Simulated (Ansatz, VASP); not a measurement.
**Si2WN4 in two plane-wave programs**

Aim: how closely do two programs agree when they are given the same cell, functional and k mesh? The structure shown is the start of the Ansatz relaxation below; VASP solves that cell, so the two are compared at the walk's first step.

Program: Ansatz 0.2.0. Level of theory: plane waves, with VASP 6.6.1 beside it; single point at PBEsol with D3(BJ). Results are calculated unless marked as measured.

## (1) The starting structure

The cell holds 14 atoms: 2 W, 8 N and 4 Si. Cell: a = 2.910 Å, b = 2.910 Å, c = 61.400 Å, α = 90.0°, β = 90.0°, γ = 120.0°. It derives from N4Si2W1. Vacuum lies along c.

Coordinates:

```cif
data_structure
_symmetry_space_group_name_H-M 'P 1'
_symmetry_Int_Tables_number 1
_cell_length_a 2.9100
_cell_length_b 2.9100
_cell_length_c 61.4000
_cell_angle_alpha 90.000
_cell_angle_beta 90.000
_cell_angle_gamma 120.000
_cell_volume 450.28
loop_
_atom_site_label
_atom_site_type_symbol
_atom_site_fract_x
_atom_site_fract_y
_atom_site_fract_z
_atom_site_occupancy
W1 W 0.00000 0.00000 0.41775 1
W2 W 0.66667 0.33333 0.58225 1
N3 N 0.33333 0.66667 0.43811 1
N4 N 0.33333 0.66667 0.39739 1
N5 N 0.66667 0.33333 0.47476 1
N6 N 0.66667 0.33333 0.36075 1
N7 N 0.00000 0.00000 0.60261 1
N8 N 0.00000 0.00000 0.56189 1
N9 N 0.33333 0.66667 0.63925 1
N10 N 0.33333 0.66667 0.52524 1
Si11 Si 0.33333 0.66667 0.46661 1
Si12 Si 0.33333 0.66667 0.36889 1
Si13 Si 0.00000 0.00000 0.63111 1
Si14 Si 0.00000 0.00000 0.53339 1
```

## (2) Ansatz: relaxation, PBEsol with D3(BJ)

Ansatz runs on its PAW soft_1 files.

The two programs are compared at the cell with which this relaxation starts, whose forces are those of its first step.

Input file input.yaml:

```yaml
crystal:
  lattice:
    - [2.91, 0.0, 0.0]
    - [-1.455, 2.520133925, 0.0]
    - [0.0, 0.0, 61.4]
  atoms:
    - { symbol: W, position: [0.0, 0.0, 0.417752443] }
    - { symbol: "N", position: [0.3333333333, 0.6666666667, 0.4381107492] }
    - { symbol: "N", position: [0.3333333333, 0.6666666667, 0.3973941368] }
    - { symbol: Si, position: [0.3333333333, 0.6666666667, 0.4666123779] }
    - { symbol: Si, position: [0.3333333333, 0.6666666667, 0.3688925081] }
    - { symbol: "N", position: [0.6666666667, 0.3333333333, 0.4747557003] }
    - { symbol: "N", position: [0.6666666667, 0.3333333333, 0.3607491857] }
    - { symbol: W, position: [0.6666666667, 0.3333333333, 0.582247557] }
    - { symbol: "N", position: [0.0, 0.0, 0.6026058632] }
    - { symbol: "N", position: [0.0, 0.0, 0.5618892508] }
    - { symbol: Si, position: [0.0, 0.0, 0.6311074919] }
    - { symbol: Si, position: [0.0, 0.0, 0.5333876221] }
    - { symbol: "N", position: [0.3333333333, 0.6666666667, 0.6392508143] }
    - { symbol: "N", position: [0.3333333333, 0.6666666667, 0.5252442997] }
  periodic: [true, true, false]
kpoints:
  mp_grid: { grid: [9, 9, 1] }
hamiltonian:
  xc: pbesol
  dispersion: d3bj
  pseudopotentials: { kind: paw, azcp: { folder: soft_1 }, xc_functional: pbe }
scf:
  occupations: { method: fermi_dirac, width: 0.02 }
relax:
  f_tol: 0.01
  max_steps: 100
  cell: {}
```

Launch:

```bash
$ ansatz run input.yaml --threads 3 --pin off --max-ram 92160MiB --backend cuda --events-out ev --progress --plain --runs-dir out --devices 1 --max-vram 13GiB
```

Numbers of over 12 decimals in the logs are rounded to 6 here.

The log of the run:

```text
GPUs: using 1 of 1 available (devices: 1).
Engine: ansatz 0.2.0, x86_64-unknown-linux-gnu
Pseudopotentials: kind: paw
Pseudopotential: W, paw, valence charge 14, recommended cutoff 420 eV (normal), soft_1/W.paw.azcp
Pseudopotential: N, paw, valence charge 5, recommended cutoff 420 eV (normal), soft_1/N.paw.azcp
Pseudopotential: Si, paw, valence charge 4, recommended cutoff 420 eV (normal), soft_1/Si.paw.azcp
Functional definition: PBEsol
  exchange = pbesol_x
  correlation = pbesol_c
device memory: the entry about to start is reckoned to put 4.8 GiB on a device that reports 30.2 GiB free (of which the cap on the GPU budget leaves the run 13.0 GiB)
GPU FFT provider: cuFFT
GPU libraries: cuBLAS 13.8.2, cuFFT 12.4.0, cuSOLVER 12.3.4
Crystal: 14 atoms, lattice volume = 450.282 Å³
Basis set: ecut = 420 eV, 8761 PW (Γ), exchange–correlation on 40×40×864 points (8 copies of the dense FFT grid, shifted against one another)
Bands: 56, of which v1, the nominal top of the filled ones, is band 42 counted from 1 (41 counted from 0)
Symmetry: 6 space group operations
Space group: P3m1 (ITA 156), of the structure as read, at distance tolerance 7.7e-5 Å
k-points: 12 of 81 (time reversal used)
Non-local potential: W, projectors of the file, l = 0: 3, l = 1: 2, l = 2: 2, l = 3: 1
Non-local potential: N, projectors of the file, l = 0: 2, l = 1: 2, l = 2: 1
Non-local potential: Si, projectors of the file, l = 0: 2, l = 1: 2, l = 2: 1
PAW form: soft (Blöchl's): semilocal exchange-correlation on the pseudo side does not see the compensation charge
PAW frozen core: W, regenerated for the run's functional, and the local potential with it (the file was generated under x = pbe(κ = 0.804, μ = 0.219515), c = pbe(β = 0.066725))
PAW frozen core: N, regenerated for the run's functional, and the local potential with it (the file was generated under x = pbe(κ = 0.804, μ = 0.219515), c = pbe(β = 0.066725))
PAW frozen core: Si, regenerated for the run's functional, and the local potential with it (the file was generated under x = pbe(κ = 0.804, μ = 0.219515), c = pbe(β = 0.066725))
PAW one-centre angular grid: W, 590 points (default); XC on 64 Gauss nodes
PAW one-centre angular grid: N, 110 points (default); XC on 64 Gauss nodes
PAW one-centre angular grid: Si, 110 points (default); XC on 64 Gauss nodes
Initial density: superposition of atomic densities (neutral atoms: chi_scale 0, normalization atom)
Initial wavefunctions: pseudopotential atomic-orbital guess
GPU buffer pool allocated for 172800 grid points (all kernels)
GPU transforms: local potential and band sums: pruned to the plane-wave sphere, on 20×20×432
Functional: x = pbesol(κ = 0.804, μ = 0.123457), c = pbesol(β = 0.046)
SCF iter   1: F=—  HF=-26061.014339 eV  |F-HF|=—  |Δ(HF+E_count)|=         —  Δρ=9.74e-2  dr2=4.72e1  ethr=3.10e-3  ⟨swp⟩=13.8  Hψ=5452  notcnv=0  defer=21
preconditioner: auto → Resta (q_TF=auto, 2.062 Å⁻¹)  ε∞=2.1  [insulator: Δε(μ)=2.294 eV  Ē_g=13.551 eV  σ=0.020 eV  W_gap=1.00  n_scr=40 (ndim 8)  ℏωp=14.4 eV  f_vac=0.661  D(μ)=0.00/eV (n_scr^D=0)  ε∞_Penn≈2.1  vacuum switching on, ρ_ref=1.3e-2 e/Å³]
SCF iter   2: F=—  HF=-26049.008179 eV  |F-HF|=—  |Δ(HF+E_count)|=    1.20e1  Δρ=4.31e-2  dr2=9.15e0  ethr=3.10e-3  ⟨swp⟩=5.6  Hψ=2427  notcnv=0  defer=86
SCF iter   3: F=—  HF=-26047.488033 eV  |F-HF|=—  |Δ(HF+E_count)|=    1.52e0  Δρ=1.78e-2  dr2=1.09e0  ethr=3.10e-3  ⟨swp⟩=4.8  Hψ=1713  notcnv=0  defer=96
SCF iter   4: F=—  HF=-26047.302879 eV  |F-HF|=—  |Δ(HF+E_count)|=   1.85e-1  Δρ=7.66e-3  dr2=1.58e-1  ethr=1.30e-3  ⟨swp⟩=3.2  Hψ=1063  notcnv=0  defer=96
SCF iter   5: F=—  HF=-26047.291502 eV  |F-HF|=—  |Δ(HF+E_count)|=   1.14e-2  Δρ=1.14e-3  dr2=1.13e-2  ethr=1.88e-4  ⟨swp⟩=3.3  Hψ=1260  notcnv=0  defer=96
SCF iter   6: F=—  HF=-26047.290481 eV  |F-HF|=—  |Δ(HF+E_count)|=   1.02e-3  Δρ=4.57e-4  dr2=9.56e-4  ethr=1.34e-5  ⟨swp⟩=4.8  Hψ=1599  notcnv=0  defer=96
SCF iter   7: F=—  HF=-26047.290549 eV  |F-HF|=—  |Δ(HF+E_count)|=   6.82e-5  Δρ=2.16e-4  dr2=4.72e-4  ethr=1.14e-6  ⟨swp⟩=3.3  Hψ=1385  notcnv=0  defer=96
SCF iter   8: F=—  HF=-26047.290453 eV  |F-HF|=—  |Δ(HF+E_count)|=   9.64e-5  Δρ=1.22e-4  dr2=2.05e-4  ethr=5.62e-7  ⟨swp⟩=3.1  Hψ=1035  notcnv=0  defer=96
SCF iter   9: F=—  HF=-26047.290543 eV  |F-HF|=—  |Δ(HF+E_count)|=   9.00e-5  Δρ=3.17e-5  dr2=3.44e-6  ethr=2.44e-7  ⟨swp⟩=3.2  Hψ=1142  notcnv=0  defer=96
SCF iter  10: F=—  HF=-26047.290749 eV  |F-HF|=—  |Δ(HF+E_count)|=   2.06e-4  Δρ=1.57e-5  dr2=1.66e-6  ethr=4.10e-9  ⟨swp⟩=3.4  Hψ=1584  notcnv=0  defer=96
SCF iter  11: F=—  HF=-26047.290749 eV  |F-HF|=—  |Δ(HF+E_count)|=   3.38e-8  Δρ=5.78e-6  dr2=1.21e-7  ethr=1.98e-9  ⟨swp⟩=2.8  Hψ=1111  notcnv=0  defer=96
SCF iter  12: F=-26047.290749 eV  HF=-26047.290749 eV  |F-HF|=1.39e-8  |Δ(HF+E_count)|=   1.09e-7  Δρ=2.20e-6  dr2=1.83e-8  ethr=1.19e-10  ⟨swp⟩=7.2  Hψ=3167  notcnv=0
SCF 1 converged in 12 iterations: F = -26047.290749 eV  dr2 = 1.83e-8
[...]
GPU buffer pool allocated for 172800 grid points (all kernels)
GPU transforms: local potential and band sums: pruned to the plane-wave sphere, on 20×20×432
iter 1 solved again at ethr=1.70e-7 eV; its pass at ethr=3.10e-3 eV (dr2=1.43e-4 eV) is discarded
SCF iter   1: F=—  HF=-26047.399496 eV  |F-HF|=—  |Δ(HF+E_count)|=         —  Δρ=2.15e-6  dr2=1.62e-8  ethr=1.70e-7  ⟨swp⟩=8.3  Hψ=9596  notcnv=0
eigensolver tolerance schedule: the retry pair's looser diagonalisation over-reported the residual by 8825.40 of it (diagonalisation noise at 0.94 of the residual, at the tolerance the schedule requests for it); recorded, not acted on — ethr = c·dr2/N_el stays at c = 1.0e-1
preconditioner: auto → Resta (q_TF=auto, 2.069 Å⁻¹)  ε∞=2.4  [insulator: Δε(μ)=1.834 eV  Ē_g=12.453 eV  σ=0.020 eV  W_gap=1.00  n_scr=40 (ndim 8)  ℏωp=14.6 eV  f_vac=0.675  D(μ)=0.00/eV (n_scr^D=0)  ε∞_Penn≈2.4  vacuum switching on, ρ_ref=1.1e-2 e/Å³]
SCF iter   2: F=—  HF=-26047.399976 eV  |F-HF|=—  |Δ(HF+E_count)|=   4.80e-4  Δρ=1.43e-6  dr2=1.61e-8  ethr=1.93e-11  ⟨swp⟩=7.0  Hψ=3163  notcnv=0
SCF iter   3: F=—  HF=-26047.399976 eV  |F-HF|=—  |Δ(HF+E_count)|=   2.38e-9  Δρ=9.78e-7  dr2=3.68e-9  ethr=1.92e-11  ⟨swp⟩=1.8  Hψ=699  notcnv=0
SCF iter   4: F=—  HF=-26047.399976 eV  |F-HF|=—  |Δ(HF+E_count)|=  5.46e-10  Δρ=5.85e-7  dr2=1.13e-9  ethr=4.38e-12  ⟨swp⟩=3.1  Hψ=1235  notcnv=0
SCF iter   5: F=—  HF=-26047.399976 eV  |F-HF|=—  |Δ(HF+E_count)|=  2.66e-10  Δρ=2.67e-7  dr2=2.43e-10  ethr=1.34e-12  ⟨swp⟩=3.2  Hψ=1184  notcnv=0
SCF iter   6: F=—  HF=-26047.399976 eV  |F-HF|=—  |Δ(HF+E_count)|=  4.00e-10  Δρ=6.81e-8  dr2=3.62e-11  ethr=1.00e-12  ⟨swp⟩=1.9  Hψ=1046  notcnv=0
SCF iter   7: F=-26047.399976 eV  HF=-26047.399976 eV  |F-HF|=2.36e-10  |Δ(HF+E_count)|=  8.00e-11  Δρ=5.24e-8  dr2=1.04e-11  ethr=1.00e-12  ⟨swp⟩=17.1  Hψ=5417  notcnv=0
SCF 8 converged in 7 iterations: F = -26047.399976 eV  dr2 = 1.04e-11
relax step   8: F+E_penalty+E_count = -26047.39997618 eV  Δ(F+E_penalty+E_count) = +3.648e-5 eV  max|allowed force component| = 4.123e-4 eV/Å  Δτ_max = 0.0000 Å  P = -0.001 N/m  Ω = 442.095 Å³  fix = [c, alpha, beta]  reactions: c -0.000 N/m  stress off target by 1.42e-3 N/m on what of the cell is left free  SCF on the basis re-selected at this cell (its energy is not comparable with the rows above)  (7 SCF iters)
basis re-selected at this cell: Δ(F+E_penalty+E_count) = +3.648e-5 eV, ΔP = -0.001 N/m vs the last step (what re-selecting the basis moved, of the pressure what is left beyond the Pulay correction that the steps carried, after the strain that the cell walked since its last selection, with what the two solves' SCF thresholds leave and, on support functions, any second-order correction that the steps lacked; it is no m [...]
SCF converged after 7 iterations
Free energy (F): -26047.399976 eV
Harris-Foulkes:  -26047.399976 eV  (|F-HF|=2.36e-10)
Internal energy: -26047.399976 eV  (E = F + TS)
E sigma→0 (E₀):  -26047.399976 eV
Fermi energy:    -4.126833 eV
--- Per-component energies (eV) ---
  E_band       = -1731.314047
  E_kinetic    = 2077.026844
  E_local      = -817110.083583  (includes V_loc(G=0)·N_el)
  E_nonlocal   = 320.518614
  E_hartree    = 407374.780271
  E_xc         = -1237.889261
  E_vxc        = -1268.074169  (∫ρ·V_xc dr)
  E_paw        = -19881.971883  (= ΣΔE_a)
  E_vpaw       = -500.270256  (= ΣTr[D̂ρ^β])
  E_aug_tail   = 0.007226  (compensation charges beyond the density's cutoff)
  E_ewald      = 402412.695731
  E_disp       = -3.278684  (pairwise vdW)
  E_core_change = 0.794749  (= ΣΔE_core)
  E_smearing   = -0.000000  (= −TS)
  E_closure    = 0.000000  (closes the sum)
  Σ components = -26047.399976   (vs F -26047.399976, Δ=0.00e0)
--- Forces (eV/Å), atoms counted from 1 ---
  atom   1  W      0.00000000     0.00000000    -0.00023296
  atom   2  N     -0.00000000    -0.00000000    -0.00006065
  atom   3  N     -0.00000000    -0.00000000    -0.00011709
  atom   4  Si    -0.00000000    -0.00000000    -0.00040211
  atom   5  Si    -0.00000000    -0.00000000     0.00010784
  atom   6  N      0.00000000     0.00000000    -0.00000952
  atom   7  N      0.00000000     0.00000000    -0.00013138
  atom   8  W      0.00000000     0.00000000     0.00022484
  atom   9  N     -0.00000000    -0.00000000     0.00011664
  atom  10  N     -0.00000000    -0.00000000     0.00006585
  atom  11  Si    -0.00000000    -0.00000000    -0.00010859
  atom  12  Si    -0.00000000    -0.00000000     0.00041228
  atom  13  N      0.00000000     0.00000000     0.00013070
  atom  14  N      0.00000000     0.00000000     0.00000408
  max |Σ_I F_I| component: 7.29e-8 eV/Å
--- 2D stress c σ (N/m, compression-positive) ---
       -0.001416      -0.000000      -0.000000
       -0.000000      -0.001416      -0.000000
       -0.000000      -0.000000      -0.000000
  P = ½ c Tr σ = -0.0014 N/m
--- Band table (eV; the first three rows and the last of 12) ---
  k-point 0: bands = [... 38 lower, -7.9464, -7.4663, -5.2782, -5.0370, -2.3273, -2.3273, -2.1096, -2.1096, ... 10 higher]
  k-point 1: bands = [... 38 lower, -7.8075, -7.4172, -5.5768, -5.3554, -2.5210, -2.3243, -2.2895, -2.1063, ... 10 higher]
  k-point 2: bands = [... 38 lower, -7.9440, -7.5073, -6.4000, -6.1819, -2.3532, -2.2258, -2.1225, -2.0075, ... 10 higher]
  k-point 11: bands = [... 38 lower, -7.8893, -7.6745, -5.6411, -5.4219, -3.2028, -2.9840, -0.5418, -0.3106, ... 10 higher]
  ° read free of the cell's end (the report's vacuum.weakly_bound_levels)
--- Relaxed structure (6 steps of the walk, 6 accepted, 2 SCFs on fresh bases) ---
  F+E_penalty+E_count = -26047.39997618 eV   max|allowed force component| = 4.123e-4 eV/Å   (the final SCF, on the basis selected at the relaxed cell)
  cell:  # Å, volume = 442.0951 Å³
    - [2.883423, 0, 0]
    - [-1.441712, 2.497118, 0]
    - [0, 0, 61.4]
  atoms:
    - { symbol: W, position: [5.286776308469703e-18, 3.9650822303425396e-18, 0.420766] }
    - { symbol: N, position: [0.333333, 0.666667, 0.440983] }
    - { symbol: N, position: [0.333333, 0.666667, 0.400531] }
    - { symbol: Si, position: [0.333333, 0.666667, 0.469215] }
    - { symbol: Si, position: [0.333333, 0.666667, 0.372273] }
    - { symbol: N, position: [0.666667, 0.333333, 0.477347] }
    - { symbol: N, position: [0.666667, 0.333333, 0.364005] }
    - { symbol: W, position: [0.666667, 0.333333, 0.579236] }
    - { symbol: N, position: [5.286776308469695e-18, 3.965082230342527e-18, 0.599472] }
    - { symbol: N, position: [5.286776308469697e-18, 3.965082230342527e-18, 0.559022] }
    - { symbol: Si, position: [5.286776308469702e-18, 3.965082230342535e-18, 0.627731] }
    - { symbol: Si, position: [5.2867763084697015e-18, 3.965082230342535e-18, 0.530793] }
    - { symbol: N, position: [0.333333, 0.666667, 0.635998] }
    - { symbol: N, position: [0.333333, 0.666667, 0.522627] }
```

[end of part 1 of 3]

[Lines on the potential files, build, host, timing and source positions are cut from VASP's logs without a mark.]

[Logs are printed without paths, hosts, clocks, repeated set-up lines and the standing remarks that a program may print on its own settings, such as how far it seeks lower states.]

[Hosts, paths, dates, database ids (printed as entryN), source tags and the programs' standing remarks are cut or masked in the printed files.]
